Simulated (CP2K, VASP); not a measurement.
The input files of a VASP run:

**KPOINTS**
```
Automatic mesh
0
Gamma
7 7 3
0 0 0
```

INCAR:
```
ALGO = Normal
EDIFF = 1E-6
ENCUT = 400
GGA = PS
ISIF = 2
ISMEAR = 0
LASPH = .TRUE.
LCHARG = .FALSE.
LMAXMIX = 6
LREAL = .FALSE.
LWAVE = .FALSE.
NELM = 100
PREC = Accurate
SIGMA = 0.01
SYSTEM = LuBi2ClO4
```

POSCAR:
```
LuBi2ClO4
1.0
  3.8571500000   0.0000000000   0.0000000000
  0.0000000000   3.8571500000   0.0000000000
  0.0000000000   0.0000000000   9.0152400000
Lu Bi Cl O
1 2 1 4
Direct
  0.0000000000   0.0000000000   0.0000000000
  0.5000000000   0.5000000000   0.2757100000
  0.5000000000   0.5000000000   0.7242900000
  0.0000000000   0.0000000000   0.5000000000
  0.5000000000   0.0000000000   0.8515700000
  0.5000000000   0.0000000000   0.1484300000
  0.0000000000   0.5000000000   0.8515700000
  0.0000000000   0.5000000000   0.1484300000
```

POTCAR, in this order: Lu_3 Bi_d Cl O (PBE.64 set). Program: vasp_std.

Q: Write an input for CP2K that does the same calculation.

A: One input that does it (PBEsol, GPW, DZVP-MOLOPT-SR-GTH basis, GTH-PBE potentials (GTH_POTENTIALS)):
```
&GLOBAL
  PROJECT lubi2clo4
  RUN_TYPE ENERGY_FORCE
  PRINT_LEVEL LOW
&END GLOBAL
&FORCE_EVAL
  METHOD Quickstep
  STRESS_TENSOR ANALYTICAL
  &DFT
    BASIS_SET_FILE_NAME BASIS_MOLOPT
    BASIS_SET_FILE_NAME BASIS_MOLOPT_UCL
    POTENTIAL_FILE_NAME GTH_POTENTIALS
    &QS
      METHOD GPW
      EPS_DEFAULT 1E-10
    &END QS
    &MGRID
      CUTOFF 500
      REL_CUTOFF 60
      NGRIDS 5
    &END MGRID
    &SCF
      SCF_GUESS ATOMIC
      EPS_SCF 1E-7
      MAX_SCF 100
      ADDED_MOS 11
      &DIAGONALIZATION
        ALGORITHM STANDARD
      &END DIAGONALIZATION
      &MIXING
        METHOD BROYDEN_MIXING
        ALPHA 0.4
        NBUFFER 8
        BETA 1
      &END MIXING
    &END SCF
    &KPOINTS
      SCHEME MONKHORST-PACK 7 7 3
    &END KPOINTS
    &XC
      &XC_FUNCTIONAL
        &PBE
          PARAMETRIZATION PBESOL
        &END PBE
      &END XC_FUNCTIONAL
    &END XC
    &PRINT
      &MO
        EIGENVALUES T
        OCCUPATION_NUMBERS T
        NDIGITS 8
        FILENAME mo
        &EACH
          QS_SCF 0
        &END EACH
        ADD_LAST NUMERIC
      &END MO
      &MULLIKEN OFF
      &END MULLIKEN
    &END PRINT
  &END DFT
  &SUBSYS
    &CELL
      ABC 3.85715000 3.85715000 9.01524000
      ALPHA_BETA_GAMMA 90.00000000 90.00000000 90.00000000
      PERIODIC XYZ
    &END CELL
    &COORD
      SCALED
      Lu       0.00000000     0.00000000     0.00000000
      Bi       0.50000000     0.50000000     0.27571000
      Bi       0.50000000     0.50000000     0.72429000
      Cl       0.00000000     0.00000000     0.50000000
      O        0.50000000     0.00000000     0.85157000
      O        0.50000000     0.00000000     0.14843000
      O        0.00000000     0.50000000     0.85157000
      O        0.00000000     0.50000000     0.14843000
    &END COORD
    &KIND Lu
      BASIS_SET DZVP-MOLOPT-SR-GTH-q25
      POTENTIAL GTH-PBE-q25
    &END KIND
    &KIND Bi
      BASIS_SET DZVP-MOLOPT-SR-GTH-q5
      POTENTIAL GTH-PBE-q5
    &END KIND
    &KIND Cl
      BASIS_SET DZVP-MOLOPT-SR-GTH-q7
      POTENTIAL GTH-PBE-q7
    &END KIND
    &KIND O
      BASIS_SET DZVP-MOLOPT-SR-GTH-q6
      POTENTIAL GTH-PBE-q6
    &END KIND
  &END SUBSYS
  &PRINT
    &FORCES ON
    &END FORCES
    &STRESS_TENSOR ON
    &END STRESS_TENSOR
  &END PRINT
&END FORCE_EVAL
```
The two runs describe the same crystal, functional and task. Each code takes its own potentials, basis and convergence tests.

Fixed occupations appear in VASP as a very narrow Gaussian smearing.

The structure comes from a computed database's LuBi2ClO4 entry (P4/mmm); how it stands against other phases isn't given here. The cell was not relaxed at this level, and it may have been scaled.
